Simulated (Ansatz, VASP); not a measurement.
**Two plane-wave programs on HfTa4F**

Contents of INCAR:

```
ALGO = Normal ; EDIFF = 1E-6
EDIFFG = -0.04 ; ENCUT = 600
GGA = PE ; IBRION = 2
ISIF = 3 ; ISMEAR = 0
LASPH = T ; LCHARG = F
LREAL = F ; LWAVE = F
NELM = 80 ; NSW = 90
PREC = Accurate ; SIGMA = 0.1
```

File KPOINTS:

```
k-points
0
Gamma
  4 4 4
```

The input POSCAR:

```
HfTa4F
1.0
    0.0000000000      3.7488024900      3.7488024900
    3.7488024900      0.0000000000      3.7488024900
    3.7488024900      3.7488024900      0.0000000000
Hf Ta F
1 4 1
Direct
    0.7500000000      0.7500000000      0.7500000000
    0.8747170300      0.3750943200      0.3750943200
    0.3750943200      0.3750943200      0.3750943200
    0.3750943200      0.8747170300      0.3750943200
    0.3750943200      0.3750943200      0.8747170300
    0.0000000000      0.0000000000      0.0000000000
```

Input for Ansatz:

```yaml
crystal:
  lattice:
    - [0.0, 3.74880249, 3.74880249]
    - [3.74880249, 0.0, 3.74880249]
    - [3.74880249, 3.74880249, 0.0]
  atoms:
    - { symbol: Hf, position: [0.75, 0.75, 0.75] }
    - { symbol: Ta, position: [0.87471703, 0.37509432, 0.37509432] }
    - { symbol: Ta, position: [0.37509432, 0.37509432, 0.37509432] }
    - { symbol: Ta, position: [0.37509432, 0.87471703, 0.37509432] }
    - { symbol: Ta, position: [0.37509432, 0.37509432, 0.87471703] }
    - { symbol: F, position: [0.0, 0.0, 0.0] }
basis:
  ecutwfc: 420
kpoints:
  mp_grid: { grid: [4, 4, 4] }
hamiltonian:
  xc: pbe
scf:
  occupations: { method: gaussian, width: 0.1 }
  lower_state_search: "off"
output:
  forces: true
  stress: true
  eigenvalues: true
relax:
  adjacent_minimum: "off"
  f_tol: 0.04
  max_steps: 70
  cell: { stress_tol: 0.4 }
```

Change from the starting cell: species swapped into the HfZrV4 type (F-43m, No. 216).

Alike in both runs: task relaxation of cell and atoms; functional PBE; k mesh 4 × 4 × 4; occupations gaussian, width 0.1 eV; no spin polarisation.

|  | VASP | Ansatz |
| --- | --- | --- |
| version | VASP 6.6.1 | Ansatz 0.2.0 |
| potentials or method | VASP PAW PBE potentials, release 64 (Hf_pv, Ta_pv, F) | scalar-relativistic, plane waves, PAW |
| plane-wave cutoff (eV) | 600 | 420 |
| valence electrons in the cell | 61 | 85 |

```csv
,VASP,Ansatz,Ansatz less VASP
"gap on the k mesh at the Fermi level, each at its own relaxed structure (eV)",none,none,-
relaxed volume (Å³/atom),20.19,20.16,-0.027
relaxed cell length with the largest relative difference (Å),5.554,5.552,-0.0025
energy change over the relaxation (meV/atom),-177,-178,-0.9
```

A gap of «none» marks a metal or a gap that the smearing closes. The two sets of potentials don't hold the same shells in valence.

Caveats: the k mesh is coarse (spacing up to 0.36 Å⁻¹), so the values aren't converged; an odd number of electrons without spin polarisation forces a metal; a magnetic or distorted state may lie lower. Spin-orbit coupling is left out, which matters for the levels of Hf, Ta.
